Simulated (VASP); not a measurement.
Here is a VASP 6.6.1 calculation.

File INCAR:

```
SYSTEM = Si2B3
PREC = Accurate
ENCUT = 520
EDIFF = 1E-6
ISMEAR = 0
SIGMA = 0.1
LREAL = .False.
LASPH = .True.
NELM = 120
ALGO = Normal
ISIF = 3
LWAVE = .False.
LCHARG = .False.
GGA = PE
IBRION = 2
NSW = 90
EDIFFG = -0.01
KPAR = 2
```

KPOINTS

```
Automatic mesh
0
Gamma
  12 12 6
  0 0 0
```

POSCAR

```
Si2B3
1.0
    3.0691977700      0.0000000000      0.0000000000
   -1.5345988900      2.6580032400      0.0000000000
    0.0000000000      0.0000000000      5.7760000000
Si B
2 3
Direct
    0.6666666700      0.3333333300      0.8088642700
    0.3333333300      0.6666666700      0.1911357300
    0.0000000000      0.0000000000      0.0000000000
    0.3333333300      0.6666666700      0.5306440400
    0.6666666700      0.3333333300      0.4693559600
```

Potentials or basis: VASP PAW PBE potentials, release 64 (Si, B).

Command:

```bash
$ cat potpaw_PBE.64/Si/POTCAR potpaw_PBE.64/B/POTCAR > POTCAR
$ mpirun -np 2 vasp_std > vasp.out
```

Task: Predict the relaxed cell.

Result: a = 3.071 Å, b = 3.071 Å, c = 5.784 Å, α = 90.00°, β = 90.00°, γ = 120.00°.

Task: Estimate the band gap on the k mesh.

Result: None (metal or under the smearing width).

Step by step:
| step | energy change (eV) | largest force (eV/Å) | pressure (GPa) | volume (Å³) |
| --- | --- | --- | --- | --- |
| 1 | 0.0000 | 0.1623 | -0.11 | 47.12 |
| 2 | -0.0008 | 0.1177 | 0.05 | 47.08 |
| 3 | -0.0010 | 0.0862 | -0.01 | 47.09 |
| 4 | -0.0017 | 0.0326 | 0.28 | 47.07 |
| 5 | -0.0017 | 0.0103 | 0.39 | 47.07 |
| 6 | -0.0019 | 0.0127 | -0.02 | 47.22 |
| 7 | -0.0019 | 0.0132 | -0.04 | 47.23 |
| 8 | -0.0020 | 0.0035 | -0.01 | 47.23 |
